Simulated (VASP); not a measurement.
VASP ran on this input.

**KPOINTS**
```
Automatic mesh
0
Gamma
6 6 4
0 0 0
```

POSCAR:
```
MgTe
1
    2.1261719960    -3.6826383204     0.0000000000
    2.1261719960     3.6826383204     0.0000000000
    0.0000000000     0.0000000000     6.9149156695
Mg Te
2 2
Direct
  0.6666670000   0.3333330000   0.4996898268
  0.3333330000   0.6666670000   0.9996898268
  0.6666670000   0.3333330000   0.8763101732
  0.3333330000   0.6666670000   0.3763101732
```

**INCAR**
```
! general
SYSTEM  = MgTe
PREC    = Accurate
ENCUT   = 500
LREAL   = .FALSE.
LASPH   = .TRUE.   ! aspherical one-centre terms

! electronic loop
EDIFF   = 1E-6
NELM    = 100
ALGO    = Normal
LMAXMIX = 4   ! l cut-off of mixed one-centre charges

! smearing
ISMEAR  = 0
SIGMA   = 0.05   ! width (eV)

! ions
IBRION  = 2   ! conjugate gradients
NSW     = 40   ! most ionic steps
ISIF    = 3   ! ions, shape and volume
EDIFFG  = -0.02   ! ionic stop
PSTRESS = 200

! output
LWAVE   = .FALSE.
LCHARG  = .FALSE.
```

POTCAR, in this order: Mg Te (LDA.64 set). Program: vasp_std.

**Question.** Write an equivalent input for Quantum ESPRESSO's pw.x.

**Answer.** One equivalent input (not run):
```
&CONTROL
  calculation = 'vc-relax'
  pseudo_dir = './pseudo'
  outdir = './out'
  tprnfor = .true.
  tstress = .true.
  nstep = 40
  forc_conv_thr = 0.00078
/
&SYSTEM
  ibrav = 0
  nat = 4
  ntyp = 2
  ecutwfc = 84
  occupations = 'smearing'
  smearing = 'gaussian'
  degauss = 0.003675
  input_dft = 'pz'
/
&ELECTRONS
  conv_thr = 7.3e-08
  electron_maxstep = 100
/
&IONS
/
&CELL
  press = 200
/
ATOMIC_SPECIES
  Mg 24.305 Mg.upf
  Te 127.600 Te.upf
CELL_PARAMETERS angstrom
     2.1261720   -3.6826383    0.0000000
     2.1261720    3.6826383    0.0000000
     0.0000000    0.0000000    6.9149157
ATOMIC_POSITIONS crystal
  Mg   0.6666670  0.3333330  0.4996898
  Mg   0.3333330  0.6666670  0.9996898
  Te   0.6666670  0.3333330  0.8763102
  Te   0.3333330  0.6666670  0.3763102
K_POINTS automatic
  6 6 4 0 0 0
```
What does not carry over: the potentials are each code's own (VASP's PAW set, PseudoDojo norm-conserving files in pw.x), so ENCUT and ecutwfc are chosen apart and not converted; conv_thr bounds pw.x's estimated SCF error, while EDIFF bounds the energy change between steps; forc_conv_thr acts on force components and is met together with etot_conv_thr.

The compound is MgTe in the wurtzite structure. This run relaxes it under an external pressure of 20 GPa. Symmetry was kept, so distortions that lower it aren't found.
